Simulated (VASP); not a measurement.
Input for VASP

### KPOINTS
```
kpoints
0
Gamma
 6 3 1
```

File POSCAR:
```
Ti
5.0366090
  1.0000000000   0.0000000000   0.0000000000
  0.5000000993   1.8799243697   0.0000000000
  0.0000000000   0.0000000000   4.1482672171
Ti
20
Cart
  1.0625000844   1.5973341385   1.6059228360
  1.0624995359   0.6795343820   1.4618576638
  0.7291670117   0.2206354437   1.3898230036
  0.3958330601   1.1384333203   1.5338881758
  0.5625000820   1.5530055219   1.8940531804
  0.5625000335   0.6352076453   1.7499880082
  0.2291665093   0.1763087070   1.6779533480
  0.8958335578   1.0941065836   1.8220185202
  1.0625000797   1.5086769052   2.1821835247
  1.0625000312   0.5908790287   2.0381183526
  0.7291665070   0.1319800904   1.9660836923
  0.3958335554   1.0497779669   2.1101488645
  0.5625000773   1.4643482886   2.4703138691
  0.5625000289   0.5465504120   2.3262486969
  0.2291665046   0.0876514737   2.2542140367
  0.8958335531   1.0054493503   2.3982792089
  1.0625005750   1.4200215519   2.7584442135
  1.0625005265   0.5022236753   2.6143790413
  0.7291670023   0.0433247370   2.5423443811
  0.3958330508   0.9611226136   2.6864095533
```

### INCAR
```
SYSTEM = Ti
PREC = Accurate; ENCUT = 300; LREAL = Auto
LASPH = .TRUE.
EDIFF = 1E-6; NELM = 100; ALGO = Normal
LMAXMIX = 4
ISMEAR = 1; SIGMA = 0.136
GGA = PE
ISIF = 2
LWAVE = .FALSE.; LCHARG = .FALSE.; LORBIT = 11
NEDOS = 601
```

POTCAR, in this order: Ti_sv (PBE.64 set). Program: vasp_std.

Problem. Translate this PBE calculation to Quantum ESPRESSO's pw.x.

Solution. One equivalent input (not run):
```
&CONTROL
  calculation = 'scf'
  pseudo_dir = './pseudo'
  outdir = './out'
  tprnfor = .true.
  tstress = .true.
/
&SYSTEM
  ibrav = 0
  nat = 20
  ntyp = 1
  ecutwfc = 84
  occupations = 'smearing'
  smearing = 'methfessel-paxton'
  degauss = 0.009996
  input_dft = 'pbe'
/
&ELECTRONS
  conv_thr = 7.3e-08
  electron_maxstep = 100
/
ATOMIC_SPECIES
  Ti 47.867 Ti.upf
CELL_PARAMETERS angstrom
     5.0366090    0.0000000    0.0000000
     2.5183050    9.4684440    0.0000000
     0.0000000    0.0000000   20.8932000
ATOMIC_POSITIONS crystal
  Ti   0.6376600  0.8496800  0.3871310
  Ti   0.8817650  0.3614690  0.3524020
  Ti   0.6704850  0.1173640  0.3350370
  Ti   0.0930460  0.6055740  0.3697660
  Ti   0.1494500  0.8261000  0.4565890
  Ti   0.3935550  0.3378900  0.4218600
  Ti   0.1822740  0.0937850  0.4044950
  Ti   0.6048360  0.5819950  0.4392240
  Ti   0.6612400  0.8025200  0.5260470
  Ti   0.9053450  0.3143100  0.4913180
  Ti   0.6940640  0.0702050  0.4739530
  Ti   0.1166260  0.5584150  0.5086820
  Ti   0.1730300  0.7789400  0.5955050
  Ti   0.4171350  0.2907300  0.5607760
  Ti   0.2058540  0.0466250  0.5434110
  Ti   0.6284160  0.5348350  0.5781400
  Ti   0.6848200  0.7553610  0.6649630
  Ti   0.9289250  0.2671510  0.6302340
  Ti   0.7176440  0.0230460  0.6128690
  Ti   0.1402050  0.5112560  0.6475980
K_POINTS automatic
  6 3 1 0 0 0
```
What does not carry over: the potentials are each code's own (VASP's PAW set, PseudoDojo norm-conserving files in pw.x), so ENCUT and ecutwfc are chosen apart and not converted; conv_thr bounds pw.x's estimated SCF error, while EDIFF bounds the energy change between steps.

The cell is a sheet with vacuum, built from a generated structure.
